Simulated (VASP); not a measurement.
OSZICAR of a VASP run on BN (hex):

### OSZICAR
```
       N       E                     dE             d eps       ncg     rms          rms(c)
DAV:   1     0.715619449449E+02    0.71562E+02   -0.81420E+03   672   0.121E+03
DAV:   2    -0.341384690901E+02   -0.10570E+03   -0.96727E+02   980   0.269E+02
DAV:   3    -0.389787294798E+02   -0.48403E+01   -0.48109E+01   860   0.613E+01
DAV:   4    -0.390335838665E+02   -0.54854E-01   -0.54816E-01   836   0.713E+00
DAV:   5    -0.390344786634E+02   -0.89480E-03   -0.89465E-03   868   0.914E-01    0.115E+01
DAV:   6    -0.356157722307E+02    0.34187E+01   -0.82895E+00   804   0.237E+01    0.520E+00
DAV:   7    -0.352741607898E+02    0.34161E+00   -0.57404E-01   828   0.645E+00    0.319E+00
DAV:   8    -0.351769318095E+02    0.97229E-01   -0.34949E-01   836   0.450E+00    0.446E-01
DAV:   9    -0.351741006317E+02    0.28312E-02   -0.15164E-02   812   0.110E+00    0.194E-01
DAV:  10    -0.351756383359E+02   -0.15377E-02   -0.16443E-03   788   0.359E-01    0.424E-02
DAV:  11    -0.351758214479E+02   -0.18311E-03   -0.22686E-04   844   0.140E-01    0.290E-02
DAV:  12    -0.351758237012E+02   -0.22532E-05   -0.55019E-05   808   0.638E-02    0.485E-03
DAV:  13    -0.351758240205E+02   -0.31928E-06   -0.23459E-06   848   0.139E-02    0.123E-03
DAV:  14    -0.351758241752E+02   -0.15476E-06   -0.22008E-07   784   0.418E-03    0.544E-04
DAV:  15    -0.351758241743E+02    0.92041E-09   -0.65769E-09   568   0.837E-04
   1 F= -.35175824E+02 E0= -.35175824E+02  d E =-.351758E+02
       N       E                     dE             d eps       ncg     rms          rms(c)
DAV:   1    -0.352651828190E+02   -0.89359E-01   -0.31471E+00   676   0.160E+01    0.112E+00
DAV:   2    -0.352191882197E+02    0.45995E-01   -0.51768E-02   808   0.198E+00    0.632E-01
DAV:   3    -0.351985076966E+02    0.20681E-01   -0.38619E-02   820   0.147E+00    0.151E-01
DAV:   4    -0.351981867326E+02    0.32096E-03   -0.17766E-03   824   0.397E-01    0.432E-02
DAV:   5    -0.351982096937E+02   -0.22961E-04   -0.52439E-04   820   0.194E-01    0.420E-02
DAV:   6    -0.351981865767E+02    0.23117E-04   -0.11469E-04   828   0.979E-02    0.698E-03
DAV:   7    -0.351981902603E+02   -0.36836E-05   -0.12660E-05   812   0.321E-02    0.507E-03
DAV:   8    -0.351981903799E+02   -0.11960E-06   -0.51087E-07   832   0.682E-03    0.264E-03
DAV:   9    -0.351981905058E+02   -0.12597E-06   -0.15347E-07   736   0.336E-03    0.100E-03
DAV:  10    -0.351981904981E+02    0.77541E-08   -0.18900E-08   528   0.119E-03
   2 F= -.35198190E+02 E0= -.35198190E+02  d E =-.223663E-01
```

### Question
Which electronic solver shows in the log?

### Answer
It is blocked Davidson (ALGO = Normal, or the opening steps of other solvers). The INCAR had ALGO = Normal.

### Question
Can the final energy be trusted as converged?

### Answer
The run converged. It stopped with EDIFF = 1E-7, NELM = 100, NSW = 30 and EDIFFG = -0.01 after 2 ionic steps (PBE GGA, plane waves, VASP's PBE PAW potentials (set 64)). Without a dispersion term in the relaxation, distances and binding between the weakly bound layers, chains or molecules are unreliable, and so is what depends on them.

The compound is BN in the hex structure. This cell is one point of a volume scan, at 0.97 of the reference volume. Symmetry was kept, so distortions that lower it aren't found.
